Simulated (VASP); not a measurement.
Input:

```yaml
crystal:
  lattice:
    - [1.27500, -2.20837, 0.00000]
    - [1.27500, 2.20837, 0.00000]
    - [0.00000, 0.00000, 4.22000]
  atoms:
    - { symbol: B, position: [0.66667, 0.33333, 0.50000] }
    - { symbol: B, position: [0.33333, 0.66667, 0.00000] }
    - { symbol: N, position: [0.66667, 0.33333, 0.87500] }
    - { symbol: N, position: [0.33333, 0.66667, 0.37500] }
```

All values below come from PBE GGA, VASP's PBE PAW potentials (set 64) (plane waves; VASP). Settings: LASPH = .FALSE., 520 eV cut-off, 11×11×6 Γ-centred mesh, Gaussian smearing of 0.050 eV, potentials B N.

Task: Give the stress tensor in GPa (positive for a compressed cell).

Result: 
```
2.25  0.00  0.00
0.00  2.25  0.00
0.00  0.00  1.48
```
The pressure is its mean diagonal, 1.99 GPa.

The compound is BN in the wurtzite structure, a metastable high-pressure form. The cell was not relaxed at this level. The run is one of a series of settings (LASPH = .FALSE. against the base run), some of them coarse on purpose.
